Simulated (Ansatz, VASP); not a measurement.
## Two plane-wave programs on Sr2SO

```
CELL_PARAMETERS angstrom
4.04324 0.00000 0.00000
0.00000 4.04324 0.00000
0.00000 0.00000 5.71800
ATOMIC_POSITIONS crystal
Sr 0.00000 0.00000 0.00000
Sr 0.50000 0.50000 0.50000
S 0.00000 0.00000 0.50000
O 0.50000 0.50000 0.00000
```

The cell comes from a database or a generator and needn't be the stable form of this composition.

Alike in both runs: task single point; functional LDA; k mesh 4 × 4 × 4; occupations gaussian, width 0.1 eV; no spin polarisation.

|  | VASP | Ansatz |
| --- | --- | --- |
| version | VASP 6.6.1 | Ansatz 0.2.0 |
| potentials or method | VASP PAW LDA potentials, release 64 (Sr_sv, S, O) | scalar-relativistic, plane waves, PAW |
| plane-wave cutoff (eV) | 520 | 420 |
| valence electrons in the cell | 32 | 32 |

```csv
,VASP,Ansatz,Ansatz less VASP
gap on the k mesh at the Fermi level (eV),2.11,2.14,+0.029
least direct gap on the mesh (eV),2.11,2.14,+0.029
pressure (GPa),-4.5,-4.7,-0.26
largest component of the traceless stress (GPa),0.05,0.05,-0.001
```

A k mesh can miss the band edges. A hybrid or GW would open this gap; LDA tends to underestimate it.
